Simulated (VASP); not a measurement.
# NaCl (Halite): the band gap, functional by functional, part 2 of 2

How does the band gap of NaCl (Halite) depend on the functional? The starting structure is a measured crystal structure from the Crystallography Open Database. Cell and atoms stay as given. Meshes and data sets differ where the inputs say so.

VASP 6.6.1.

Results so far: LDA 4.696 eV; PBE 5.100 eV; r2SCAN 5.919 eV.

## 6. Bands with HSE06

Level of this step: HSE06; plane waves and PAW (Cl, Na_pv) (VASP).

HSE06 mixes in a quarter of exact exchange at short range, at far higher cost; in semiconductors this cures much of the gap error, while metals seldom gain. This run uses a 5×5×5 mesh. Its starting orbitals come from a semilocal run on the same mesh, not shown.

File INCAR:

```
SYSTEM = NaCl
PREC = Accurate
ENCUT = 350
EDIFF = 1E-06
NELM = 100
ISMEAR = 0
SIGMA = 0.03
LREAL = .FALSE.
ALGO = Normal
LHFCALC = .TRUE.
AEXX = 0.25
GGA = PE
HFSCREEN = 0.2
LASPH = .TRUE.
NBANDS = 13
PRECFOCK = Fast
LORBIT = 11
LWAVE = .FALSE.
LCHARG = .FALSE.
KPAR = 4
```

File POSCAR:

```
NaCl
1.0
    0.0000000000      2.8202800000      2.8202800000
    2.8202800000      0.0000000000      2.8202800000
    2.8202800000      2.8202800000      0.0000000000
Cl Na
1 1
Direct
    0.5000000000      0.5000000000      0.5000000000
    0.0000000000      0.0000000000      0.0000000000
```

File KPOINTS:

```
Automatic mesh
0
Gamma
5 5 5
0 0 0
```

File KPOINTS_OPT:

```
Line mode
10
Line-mode
Reciprocal
  0.00000000   0.00000000   0.00000000 GAMMA
  0.50000000   0.00000000   0.50000000 X

  0.50000000   0.00000000   0.50000000 X
  0.50000000   0.25000000   0.75000000 W

  0.50000000   0.25000000   0.75000000 W
  0.37500000   0.37500000   0.75000000 K

  0.37500000   0.37500000   0.75000000 K
  0.00000000   0.00000000   0.00000000 GAMMA

  0.00000000   0.00000000   0.00000000 GAMMA
  0.50000000   0.50000000   0.50000000 L

  0.50000000   0.50000000   0.50000000 L
  0.62500000   0.25000000   0.62500000 U

  0.62500000   0.25000000   0.62500000 U
  0.50000000   0.25000000   0.75000000 W

  0.50000000   0.25000000   0.75000000 W
  0.50000000   0.50000000   0.50000000 L

  0.50000000   0.50000000   0.50000000 L
  0.37500000   0.37500000   0.75000000 K

  0.62500000   0.25000000   0.62500000 U
  0.50000000   0.00000000   0.50000000 X
```

Potentials, in the order of the species: Cl and Na_pv (PBE family, release 64).

Launch:

```bash
mpirun -np 4 vasp_std
```

Numbers of over 12 decimals in the logs are rounded to 6 here.

The log of the run:

```text
[banner, memory and clock lines left out]
running    4 mpi-ranks, on    1 nodes
[...]
LDA part: xc-table for (Slater+PW92), standard interpolation
 found WAVECAR, reading the header
 POSCAR, INCAR and KPOINTS ok, starting setup
[...]
reading WAVECAR
 the WAVECAR file was read successfully
 initial charge from wavefunction
 entering main loop
       N       E                     dE             d eps       ncg     rms          rms(c)
DAV:   1    -0.790196633292E+01   -0.79020E+01   -0.62008E-01   305   0.864E+00    0.140E+00
DAV:   2    -0.789813429542E+01    0.38320E-02   -0.24011E-02   290   0.225E+00    0.101E+00
DAV:   3    -0.789428918043E+01    0.38451E-02   -0.59775E-03   305   0.942E-01    0.648E-01
DAV:   4    -0.789383454402E+01    0.45464E-03   -0.12729E-03   305   0.396E-01    0.417E-01
DAV:   5    -0.789375417012E+01    0.80374E-04   -0.14473E-04   311   0.136E-01    0.251E-01
DAV:   6    -0.789372741766E+01    0.26752E-04   -0.21541E-05   260   0.551E-02    0.144E-01
[...]
DAV:   9    -0.789371896343E+01   -0.10757E-06   -0.12955E-06   270   0.108E-02
   1 F= -.78937190E+01 E0= -.78937190E+01  d E =-.325744E-13
 Start KPOINTS_OPT (optional k-point list driver)
k-point batch [1-10\100]
       N       E                     dE             ncg
DAV:   1    -0.825475775573E+03   -0.32688E+04      273
DAV:   2    -0.184232766586E+04   -0.10169E+04      275
DAV:   3    -0.192036322659E+04   -0.78036E+02      340
DAV:   4    -0.192215367347E+04   -0.17904E+01      300
DAV:   5    -0.192218777446E+04   -0.34101E-01      330
DAV:   6    -0.192218887632E+04   -0.11019E-02      318
DAV:   7    -0.192218891448E+04   -0.38154E-04      328
DAV:   8    -0.192218891602E+04   -0.15410E-05      283
DAV:   9    -0.192218891611E+04   -0.90052E-07      170
[...]
k-point batch [91-100\100]
       N       E                     dE             ncg
DAV:   1    -0.999238911677E+03   -0.50227E+04      291
DAV:   2    -0.188134765526E+04   -0.88211E+03      280
DAV:   3    -0.194656639149E+04   -0.65219E+02      325
DAV:   4    -0.194807671552E+04   -0.15103E+01      330
DAV:   5    -0.194810335257E+04   -0.26637E-01      366
DAV:   6    -0.194810409354E+04   -0.74097E-03      351
DAV:   7    -0.194810411759E+04   -0.24050E-04      372
DAV:   8    -0.194810411834E+04   -0.75293E-06      277
```

It took 5.8 min on 4 MPI ranks of AMD EPYC 7R43, shared host; peak memory 0.91 GiB.

Parts of OUTCAR (step 6):

```text
 POSITION                                       TOTAL-FORCE (eV/Angst)
 -----------------------------------------------------------------------------------
      2.82028      2.82028      2.82028         0.000000     -0.000000      0.000000
      0.00000      0.00000      0.00000        -0.000000      0.000000     -0.000000
 -----------------------------------------------------------------------------------
    total drift:                               -0.000006      0.000002     -0.000004

  FREE ENERGIE OF THE ION-ELECTRON SYSTEM (eV)
  ---------------------------------------------------
  free  energy   TOTEN  =        -7.8937189634 eV

  energy  without entropy=       -7.8937189634  energy(sigma->0) =       -7.89371896

[... 1 part as in an earlier step ...]

[... 2 further parts left out ...]
[key lines of the parts left out:]
E-fermi :  -1.5945
```

HSE06 gives a direct gap of 6.490 eV. The least gap is +1.795 eV from that of LDA, on another mesh, which alone can move a gap by some hundredths of an eV.

## 7. Bands with PBE0

PBE0 keeps a quarter of exact exchange at all ranges; it tends to overshoot small gaps. This run uses a 5×5×5 mesh. It starts from the orbitals of an earlier run, not shown.

Changes to INCAR since step 6:

```diff
@@ -12,3 +12,2 @@
 GGA = PE
-HFSCREEN = 0.2
 LASPH = .TRUE.
@@ -16,2 +15,3 @@
 PRECFOCK = Fast
+HFRCUT = -1
 LORBIT = 11
```

POSCAR is that of step 6.

KPOINTS is that of step 6.

KPOINTS_OPT is that of step 6.

Launch:

```bash
mpirun -np 4 vasp_std
```

The log of the run:

```text
[banner, memory and clock lines left out]
running    4 mpi-ranks, on    1 nodes
[...]
LDA part: xc-table for (Slater+PW92), standard interpolation
 found WAVECAR, reading the header
 POSCAR, INCAR and KPOINTS ok, starting setup
[...]
HFRCUT set to (new)   11.021550
 reading WAVECAR
 the WAVECAR file was read successfully
 initial charge from wavefunction
 entering main loop
       N       E                     dE             d eps       ncg     rms          rms(c)
DAV:   1    -0.839914073597E+01   -0.83991E+01   -0.59457E-01   305   0.859E+00    0.138E+00
DAV:   2    -0.839897853064E+01    0.16221E-03   -0.24799E-02   290   0.225E+00    0.100E+00
DAV:   3    -0.839493111820E+01    0.40474E-02   -0.56600E-03   300   0.945E-01    0.645E-01
DAV:   4    -0.839441454810E+01    0.51657E-03   -0.14964E-03   305   0.421E-01    0.416E-01
DAV:   5    -0.839435224758E+01    0.62301E-04   -0.19574E-04   305   0.150E-01    0.255E-01
DAV:   6    -0.839432901011E+01    0.23237E-04   -0.23811E-05   260   0.555E-02    0.148E-01
[...]
DAV:   9    -0.839432100220E+01   -0.17608E-06   -0.13185E-06   275   0.109E-02
   1 F= -.83943210E+01 E0= -.83943210E+01  d E =-.259943E-32
 Start KPOINTS_OPT (optional k-point list driver)
k-point batch [1-10\100]
       N       E                     dE             ncg
DAV:   1    -0.857416786115E+03   -0.33007E+04      273
DAV:   2    -0.189851962963E+04   -0.10411E+04      275
DAV:   3    -0.197653356428E+04   -0.78014E+02      340
DAV:   4    -0.197830196138E+04   -0.17684E+01      300
DAV:   5    -0.197833556898E+04   -0.33608E-01      330
DAV:   6    -0.197833666364E+04   -0.10947E-02      318
DAV:   7    -0.197833670228E+04   -0.38640E-04      328
DAV:   8    -0.197833670390E+04   -0.16257E-05      291
DAV:   9    -0.197833670398E+04   -0.81017E-07      170
[...]
k-point batch [91-100\100]
       N       E                     dE             ncg
DAV:   1    -0.104458501722E+04   -0.50681E+04      296
DAV:   2    -0.194043958575E+04   -0.89585E+03      285
DAV:   3    -0.200323077675E+04   -0.62791E+02      330
DAV:   4    -0.200463924815E+04   -0.14085E+01      325
DAV:   5    -0.200466441733E+04   -0.25169E-01      371
DAV:   6    -0.200466512178E+04   -0.70445E-03      351
DAV:   7    -0.200466514428E+04   -0.22499E-04      359
DAV:   8    -0.200466514516E+04   -0.88157E-06      285
```

The job ended after 5.7 min (4 MPI ranks; peak memory 0.61 GiB; 23 min of CPU time).

From OUTCAR (step 7):

```text
 POSITION                                       TOTAL-FORCE (eV/Angst)
 -----------------------------------------------------------------------------------
      2.82028      2.82028      2.82028         0.000000     -0.000000      0.000000
      0.00000      0.00000      0.00000         0.000000      0.000000      0.000000
 -----------------------------------------------------------------------------------
    total drift:                               -0.000000     -0.000000     -0.000000

  FREE ENERGIE OF THE ION-ELECTRON SYSTEM (eV)
  ---------------------------------------------------
  free  energy   TOTEN  =        -8.3943210022 eV

  energy  without entropy=       -8.3943210022  energy(sigma->0) =       -8.39432100

[... 2 parts as in an earlier step ...]

[... 1 further part left out ...]
[key lines of the parts left out:]
E-fermi :  -1.8798
```

PBE0 gives a direct gap of 7.193 eV. The least gap is +2.497 eV from that of LDA, on another mesh, which alone can move a gap by some hundredths of an eV.

## 8. Bands with r2SCAN-EpsX

Here the share of exact exchange is set to the inverse of the computed dielectric constant, since screening weakens exchange. This run uses a 5×5×5 mesh. It starts from the orbitals of an earlier run, not shown.

Changes to INCAR since step 7:

```diff
@@ -10,4 +10,4 @@
 LHFCALC = .TRUE.
-AEXX = 0.25
-GGA = PE
+AEXX = 0.387
+METAGGA = R2SCAN
 LASPH = .TRUE.
```

POSCAR is that of step 7.

KPOINTS is that of step 7.

KPOINTS_OPT is that of step 7.

Launch:

```bash
mpirun -np 4 vasp_std
```

The log of the run:

```text
[banner, memory and clock lines left out]
running    4 mpi-ranks, on    1 nodes
[...]
[... a notice as in an earlier step ...]

 LDA part: xc-table for (None), standard interpolation
 found WAVECAR, reading the header
 POSCAR, INCAR and KPOINTS ok, starting setup
[...]
HFRCUT set to (new)   11.021550
 reading WAVECAR
 the WAVECAR file was read successfully
 initial charge from wavefunction
 entering main loop
       N       E                     dE             d eps       ncg     rms          rms(c)
DAV:   1    -0.135405443103E+02   -0.13541E+02   -0.10697E+00   260   0.120E+01    0.179E+00
DAV:   2    -0.135537053684E+02   -0.13161E-01   -0.55328E-02   285   0.304E+00    0.135E+00
DAV:   3    -0.135474736818E+02    0.62317E-02   -0.66528E-03   315   0.128E+00    0.828E-01
DAV:   4    -0.135459210304E+02    0.15527E-02   -0.21027E-03   305   0.626E-01    0.510E-01
[...]
DAV:  12    -0.135454033198E+02    0.21271E-05   -0.13251E-07   145   0.359E-03    0.574E-03
[...]
1 F= -.13545401E+02 E0= -.13545401E+02  d E =-.461634E-20
 Start KPOINTS_OPT (optional k-point list driver)
k-point batch [1-10\100]
       N       E                     dE             ncg
DAV:   1    -0.970556666465E+03   -0.34138E+04      273
DAV:   2    -0.213632631225E+04   -0.11658E+04      270
DAV:   3    -0.222346600717E+04   -0.87140E+02      340
DAV:   4    -0.222573996367E+04   -0.22740E+01      315
DAV:   5    -0.222578382656E+04   -0.43863E-01      320
DAV:   6    -0.222578526851E+04   -0.14419E-02      315
DAV:   7    -0.222578533257E+04   -0.64067E-04      339
DAV:   8    -0.222578533525E+04   -0.26802E-05      276
DAV:   9    -0.222578533537E+04   -0.11548E-06      205
[...]
k-point batch [91-100\100]
       N       E                     dE             ncg
DAV:   1    -0.118291667698E+04   -0.52064E+04      296
DAV:   2    -0.218310617204E+04   -0.10002E+04      285
DAV:   3    -0.225194060029E+04   -0.68834E+02      315
DAV:   4    -0.225367587932E+04   -0.17353E+01      335
DAV:   5    -0.225370709166E+04   -0.31212E-01      338
DAV:   6    -0.225370808566E+04   -0.99401E-03      328
DAV:   7    -0.225370812351E+04   -0.37844E-04      336
DAV:   8    -0.225370812511E+04   -0.16047E-05      325
DAV:   9    -0.225370812517E+04   -0.54783E-07      240
```

Elapsed: 7.3 min, on 4 MPI ranks; peak memory 0.58 GiB.

OUTCAR, selected parts (step 8):

```text
 POSITION                                       TOTAL-FORCE (eV/Angst)
 -----------------------------------------------------------------------------------
      2.82028      2.82028      2.82028         0.000000      0.000000      0.000000
      0.00000      0.00000      0.00000         0.000000     -0.000000      0.000000
 -----------------------------------------------------------------------------------
    total drift:                               -0.000000     -0.000000     -0.000000

  FREE ENERGIE OF THE ION-ELECTRON SYSTEM (eV)
  ---------------------------------------------------
  free  energy   TOTEN  =       -13.5454012505 eV

  energy  without entropy=      -13.5454012505  energy(sigma->0) =      -13.54540125

[... 2 parts as in an earlier step ...]

[... 1 further part left out ...]
[key lines of the parts left out:]
E-fermi :  -2.8879
```

r2SCAN-EpsX gives a direct gap of 8.630 eV. The least gap is +3.934 eV from that of LDA, on another mesh, which alone can move a gap by some hundredths of an eV.

## 9. All runs side by side

```tsv
level	ended	gap (eV)	least direct gap (eV)	mesh	core minutes
LDA	converged	4.696	4.696	6×6×6	0.787
PBE	converged	5.1	5.1	6×6×6	0.653
r2SCAN	converged	5.919	5.919	6×6×6	2.93
TB-mBJ	not converged	-	-	6×6×6	5.93
HSE06	converged	6.49	6.491	5×5×5	23.3
PBE0	converged	7.193	7.194	5×5×5	22.7
r2SCAN-EpsX	converged	8.63	8.63	5×5×5	29.3
```

Core minutes are wall time times ranks of the run shown, on a shared host.

## 10. What came out

```
gap, LDA         : 4.696 eV
gap, PBE         : 5.100 eV
gap, r2SCAN      : 5.919 eV
gap, HSE06       : 6.490 eV
gap, PBE0        : 7.193 eV
gap, r2SCAN-EpsX : 8.630 eV
```

Without spin-orbit coupling the gap of NaCl (Halite) runs from 4.696 eV (LDA) to 8.630 eV (r2SCAN-EpsX). HSE06 gives +1.39 eV from PBE, on another mesh, which alone can move a gap by some hundredths of an eV. LASPH is on in some of these runs and off in others, which adds a little to the differences. These are gaps between Kohn-Sham or generalised Kohn-Sham levels of a static lattice, without excitons or temperature. No result to use came from TB-mBJ. Further runs on this material are not shown.

[Lines on the potential files, build, host, timing and source positions are cut from VASP's logs without a mark.]

[Logs are printed without paths, hosts, clocks, repeated set-up lines and the standing remarks that a program may print on its own settings, such as how far it seeks lower states.]

[Hosts, paths, dates, database ids (printed as entryN), source tags and the programs' standing remarks are cut or masked in the printed files.]
